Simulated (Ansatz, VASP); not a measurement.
# TaN in two plane-wave programs, part 2 of 2

Wanted: the spread between two codes on one cell, functional and k mesh. The cell is taken from a series of runs on this material, whose earlier steps may have relaxed, scaled, displaced or heated it; both programs get it as it stands.

VASP 6.6.1 and Ansatz 0.2.0.

So far: Set-up; VASP: zone-centre phonons, LDA.

### Step 3. Ansatz: zone-centre phonons, LDA

Level of this step: Ansatz beside VASP: Kohn-Sham DFT, plane waves, LDA (Ansatz).

Ansatz runs on its PAW soft_1 files.

The same cell, functional (in two slightly different forms), mesh and smearing now go to Ansatz, which takes its cutoff from its data sets.

input.yaml

```yaml
crystal:
  lattice:
    - [-0.0195619395, 2.1716319848, 2.174381706]
    - [2.1716319848, -0.0195619395, 2.174381706]
    - [2.1520700453, 2.1520700453, 0.0]
  atoms:
    - { symbol: "N", position: [0.0, 0.0, 0.0] }
    - { symbol: Ta, position: [0.5, 0.5, 0.5] }
kpoints:
  mp_grid: { grid: [16, 16, 16] }
hamiltonian:
  xc: lda
  pseudopotentials: { kind: paw, azcp: { folder: soft_1 }, xc_functional: pbe }
scf:
  occupations: { method: methfessel_paxton, width: 0.2 }
output:
  eigenvalues: true
phonons:
  method: dfpt
```

Command:

```
> ansatz run input.yaml --threads 4 --pin off --max-ram 10240MiB --backend cpu --events-out ev --progress --plain --runs-dir out
```

Numbers of over 12 decimals in the logs are rounded to 6 here.

Output:

```text
zone centre: on kpoints.mp_grid the ground state, and the responses unless they are solved on pairs of k-points, stand on 1098 of the mesh's 4096 k-points, reduced under 4 symmetry operations, with k and −k counted as one. Each operation leaves every solved displacement unchanged or reverses it
Engine: ansatz 0.2.0, aarch64-unknown-linux-gnu
Pseudopotentials: kind: paw
Pseudopotential: N, paw, valence charge 5, recommended cutoff 420 eV (normal), soft_1/N.paw.azcp
Pseudopotential: Ta, paw, valence charge 13, recommended cutoff 420 eV (normal), soft_1/Ta.paw.azcp
Functional definition: SPW92
  exchange = slater_x
  correlation = pw_c
Crystal: 2 atoms, lattice volume = 20.507 Å³
Basis set: ecut = 420 eV, 407 PW (Γ), exchange–correlation on 48×48×48 points (8 copies of the dense FFT grid, shifted against one another)
Bands: 13, of which v1, the nominal top of the filled ones, is band 9 counted from 1 (8 counted from 0)
Symmetry: 8 space group operations
k-points: 1098 of 4096 (irreducible under 4 space group operations)
Non-local potential: N, projectors of the file, l = 0: 2, l = 1: 2, l = 2: 1
Non-local potential: Ta, projectors of the file, l = 0: 3, l = 1: 2, l = 2: 2, l = 3: 1
PAW form: soft (Blöchl's): semilocal exchange-correlation on the pseudo side does not see the compensation charge
PAW frozen core: N, regenerated for the run's functional, and the local potential with it (the file was generated under x = pbe(κ = 0.804, μ = 0.219515), c = pbe(β = 0.066725))
PAW frozen core: Ta, regenerated for the run's functional, and the local potential with it (the file was generated under x = pbe(κ = 0.804, μ = 0.219515), c = pbe(β = 0.066725))
PAW one-centre angular grid: N, 110 points (default); XC on 64 Gauss nodes
PAW one-centre angular grid: Ta, 590 points (default); XC on 64 Gauss nodes
Initial density: superposition of atomic densities (chi_scale 0.1, normalization cell, long waves kept (reshape's long-wave potential 0.00 eV rms))
Initial wavefunctions: pseudopotential atomic-orbital guess
Functional: x = slater, c = lda
SCF iter   1: F=—  HF=-10059.593320 eV  |F-HF|=—  |Δ(HF+E_count)|=         —  Δρ=5.14e-2  dr2=5.59e-1  ethr=3.10e-3  ⟨swp⟩=5.0  Hψ=152291  notcnv=0
automatic band count: the SCF goes on with 17 bands, as 13 were too few: the levels above may hold too much charge
preconditioner: auto → none  [metal: Δε(μ)=0.003 eV  Ē_g=16.229 eV  σ=0.200 eV  W_gap=0.01  n_scr=8 (ndim 8)  ℏωp=25.9 eV  f_vac=0.000  D(μ)=0.90/eV (n_scr^D=8)  sad-step TF]
SCF iter   2: F=—  HF=-10059.543114 eV  |F-HF|=—  |Δ(HF+E_count)|=   5.02e-2  S|Δr|=    0.00e0  Δρ=3.62e-2  dr2=3.08e-1  ethr=3.10e-3  ⟨swp⟩=1.0  Hψ=27450  notcnv=0  defer=4
SCF iter   3: F=—  HF=-10059.467261 eV  |F-HF|=—  |Δ(HF+E_count)|=   7.59e-2  S|Δr|=    0.00e0  Δρ=2.96e-3  dr2=4.54e-4  ethr=1.71e-3  ⟨swp⟩=2.4  Hψ=24762  notcnv=0  defer=4
SCF iter   4: F=—  HF=-10059.467358 eV  |F-HF|=—  |Δ(HF+E_count)|=   9.73e-5  S|Δr|=    0.00e0  Δρ=6.57e-4  dr2=1.11e-4  ethr=2.52e-6  ⟨swp⟩=2.5  Hψ=34304  notcnv=0  defer=1674
SCF iter   5: F=—  HF=-10059.467330 eV  |F-HF|=—  |Δ(HF+E_count)|=   2.81e-5  S|Δr|=    0.00e0  Δρ=7.16e-5  dr2=9.45e-7  ethr=6.17e-7  ⟨swp⟩=2.6  Hψ=23461  notcnv=0  defer=1674
SCF iter   6: F=—  HF=-10059.467329 eV  |F-HF|=—  |Δ(HF+E_count)|=   7.86e-7  S|Δr|=    0.00e0  Δρ=7.25e-6  dr2=5.97e-9  ethr=5.25e-9  ⟨swp⟩=2.3  Hψ=22726  notcnv=0  defer=1822
SCF iter   7: F=—  HF=-10059.467329 eV  |F-HF|=—  |Δ(HF+E_count)|=  5.88e-10  S|Δr|=    0.00e0  Δρ=1.27e-6  dr2=9.84e-11  ethr=3.32e-11  ⟨swp⟩=2.5  Hψ=26086  notcnv=0  defer=1826
SCF iter   8: F=-10059.467329 eV  HF=-10059.467329 eV  |F-HF|=1.82e-12  |Δ(HF+E_count)|=  3.64e-11  S|Δr|=    0.00e0  Δρ=1.45e-7  dr2=2.63e-12  ethr=1.00e-12  ⟨swp⟩=9.4  Hψ=84229  notcnv=0
SCF 1 converged in 8 iterations: F = -10059.467329 eV  dr2 = 2.63e-12
  greatest PAW one-centre occupation: 0.999 electrons in one spin orbital (limit 2), on the Ta atom at site 1 (counted from 0), in its partial waves of l = 0
DFPT response loops at Γ: preconditioner auto → Kerker (q_TF=auto, 2.670 Å⁻¹) (partly filled bands, converged f_vac=0.000); β = 1.00, the filter's whole step (`scf.mixing.beta` (0.50) is not read by the response loops under this deck's `scf.mixing.preconditioner`; to damp them name `kerker` or `kerker_dos`, under which they read `scf.mixing.beta`, and type it under 1.00, their step now; both keys bind the ground state too); Broyden in place of MSR1
SCF converged after 8 iterations
Stability not checked: this state was not tested for a lower state beside it, because cold or Methfessel-Paxton smearing, or corrected tetrahedra, fill the levels in a way that the test cannot read (fill_not_monotonic; see scf.lower_state_search)
Free energy (F): -10059.467329 eV
Harris-Foulkes:  -10059.467329 eV  (|F-HF|=1.82e-12)
Internal energy: -10059.465486 eV  (E = F + TS)
E sigma→0 (E₀):  -10059.466868 eV
Entropy (-TS):   -0.001843 eV (-0.922 meV/atom)
Fermi energy:    22.043317 eV
--- Per-component energies (eV) ---
  E_band       = -37.955935
  E_kinetic    = 527.702100
  E_local      = -550.530079  (includes V_loc(G=0)·N_el)
  E_nonlocal   = 30.494556
  E_hartree    = 197.618627
  E_xc         = -379.559685
  E_vxc        = -311.881261  (∫ρ·V_xc dr)
  E_paw        = -8176.899296  (= ΣΔE_a)
  E_vpaw       = -128.979384  (= ΣTr[D̂ρ^β])
  E_aug_tail   = 0.000901  (compensation charges beyond the density's cutoff)
  E_ewald      = -1708.631650
  E_core_change = 0.339041  (= ΣΔE_core)
  E_smearing   = -0.001843  (= −TS)
  E_closure    = 0.000000  (closes the sum)
  Σ components = -10059.467329   (vs F -10059.467329, Δ=0.00e0)
--- Band table (eV; the first three rows and the last of 1098) ---
  k-point 0: bands = [... 5 lower, 18.1139, 18.1565, 18.2190, 19.6937, 19.8159, 19.9920, 22.0776, 22.0982, ... 4 higher]
  k-point 1: bands = [... 5 lower, 17.6873, 17.7419, 17.8205, 19.8643, 19.9966, 20.1886, 22.4999, 22.5199, ... 4 higher]
  k-point 2: bands = [... 5 lower, 16.6448, 16.9846, 17.0747, 20.2539, 20.3799, 20.5181, 23.5124, 23.5367, ... 4 higher]
  k-point 1097: bands = [... 5 lower, 15.4178, 16.3502, 17.3176, 17.4700, 24.2529, 25.8147, 25.8172, 27.0617, ... 4 higher]
--- Phonons (Γ-DFPT): 4 representative perturbations + reference, on 1098 of 4096 k-points (Σ response iterations 12) ---
  k mesh reduced under 4 symmetry operations, with k and −k counted as one. Each operation leaves every solved displacement unchanged or reverses it
  ASR residual: 7.067e-5 → 0.000e0 eV/Å²; symmetrization residual: 6.704e-7 eV/Å²
  ASR residual per site (eV/Å²): 3.78e-5 7.07e-5
  Γ frequencies (cm⁻¹): 0.00 0.00 0.00 419.05 421.72 432.89
  non-analytic LO–TO correction: not included (Born effective charges unavailable; polar crystals: no LO–TO splitting at Γ)
```

The column dr2 measures how far the density is from self-consistency, as an energy; F and HF (Harris–Foulkes) agree once it is small.

### Step 4. Side by side

Known differences besides the potentials themselves: the two LDA forms differ slightly; the data sets hold 18 valence electrons in Ansatz (on its PAW soft_1 files) and 16 in VASP; the cutoff is 420 eV in Ansatz and 600 eV in VASP; VASP's log shows a relativistic correction to its local exchange, Ansatz's none. Total energies have different zeros and are not compared.

The two programs side by side:

```csv
quantity,Ansatz,VASP,difference
optical mode 1 (cm⁻¹),419.1,422.3,-0.77 %
optical mode 2 (cm⁻¹),421.7,424.8,-0.73 %
optical mode 3 (cm⁻¹),432.9,436.1,-0.74 %
```

Modes are paired by rising frequency, not by their patterns, so a pair may set unlike modes beside each other; they are those without the splitting of longitudinal modes.

### Step 5. Results

| Item | Value |
| --- | --- |
| r.m.s. difference of the optical zone-centre modes, each program's sorted by frequency (zone-centre phonons, LDA) | 3.2 cm⁻¹ |
| difference in optical mode 1 (zone-centre phonons, LDA) | -0.8 % |

**Reading.** The r.m.s. difference of the optical zone-centre modes, each program's sorted by frequency is 3.2 cm⁻¹ (zone-centre phonons, LDA). The data sets hold unlike numbers of valence electrons (18 in Ansatz and 16 in VASP), so part of the differences comes from the potentials. Among the rows given in per cent, the largest difference of the zone-centre phonons, LDA pair is in optical mode 1, -0.8 %. Such differences can come from data sets, numerical settings and the points named under the comparisons, not from the functional's error against experiment.

[Lines on the potential files, build, host, timing and source positions are cut from VASP's logs without a mark.]

[Logs are printed without paths, hosts, clocks, repeated set-up lines and the standing remarks that a program may print on its own settings, such as how far it seeks lower states.]

[Hosts, paths, dates, database ids (printed as entryN), source tags and the programs' standing remarks are cut or masked in the printed files.]
